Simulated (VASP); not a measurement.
Input for VASP

POSCAR:
```
CsPbBr3
6.090780
  1.0000000312   0.0000000000   0.0000000000
  0.0000000000   1.0000000312   0.0000000000
  0.0000000000   0.0000000000   1.0000000312
Cs Pb Br
1 1 3
Cartesian
  0.0000000000   0.0000000000   0.0000000000
  0.5000000156   0.5000000156   0.5000000156
  0.5000000156   0.0000000000   0.5000000156
  0.0000000000   0.5000000156   0.5000000156
  0.5000000156   0.5000000156   0.0000000000
```

File KPOINTS:
```
Automatic
0
G
4 4 4
```

**INCAR**
```
! general
SYSTEM   = CsPbBr3
PREC     = Accurate
ENCUT    = 520   ! plane-wave cut-off (eV)
LREAL    = F   ! projection in real space or not
LASPH    = T   ! aspherical one-centre terms

! electronic loop
EDIFF    = 1E-7
NELM     = 100
ALGO     = Normal   ! blocked Davidson
LMAXMIX  = 4   ! l cut-off of mixed one-centre charges

! smearing
ISMEAR   = -5   ! tetrahedra, Bloechl

! functional
GGA      = ML
LUSE_VDW = T
AGGAC    = 0.0
ZAB_VDW  = -1.8867

! ions
ISIF     = 2

! output
LWAVE    = F
LCHARG   = T
LORBIT   = 11   ! lm-projected
NEDOS    = 601

! other
LEFG     = T
```

POTCAR, in this order: Cs_sv Pb_d Br (PBE.64 set). Program: vasp_std.

### Question
Write an equivalent input for Quantum ESPRESSO's pw.x.

### Answer
One equivalent input (not run):
```
&CONTROL
  calculation = 'scf'
  pseudo_dir = './pseudo'
  outdir = './out'
  tprnfor = .true.
  tstress = .true.
/
&SYSTEM
  ibrav = 0
  nat = 5
  ntyp = 3
  ecutwfc = 62.5
  occupations = 'tetrahedra'
  input_dft = 'vdw-df2'
/
&ELECTRONS
  conv_thr = 7.3e-09
  electron_maxstep = 100
/
ATOMIC_SPECIES
  Cs 132.905 Cs.upf
  Pb 207.200 Pb.upf
  Br 79.904 Br.upf
CELL_PARAMETERS angstrom
     6.0907802    0.0000000    0.0000000
     0.0000000    6.0907802    0.0000000
     0.0000000    0.0000000    6.0907802
ATOMIC_POSITIONS crystal
  Cs   0.0000000  0.0000000  0.0000000
  Pb   0.5000000  0.5000000  0.5000000
  Br   0.5000000  0.0000000  0.5000000
  Br   0.0000000  0.5000000  0.5000000
  Br   0.5000000  0.5000000  0.0000000
K_POINTS automatic
  4 4 4 0 0 0
```
Limits of the translation: the potentials are each code's own (VASP's PAW set, PseudoDojo norm-conserving files in pw.x), so ENCUT and ecutwfc are chosen apart and not converted; conv_thr bounds pw.x's estimated SCF error, while EDIFF bounds the energy change between steps; the field gradients of LEFG aren't asked of the other code.

The compound is CsPbBr3 in the cubic perovskite structure, the ideal cubic form; the compound distorts at low or room temperature. It was relaxed first, which changed the volume by +12 %.
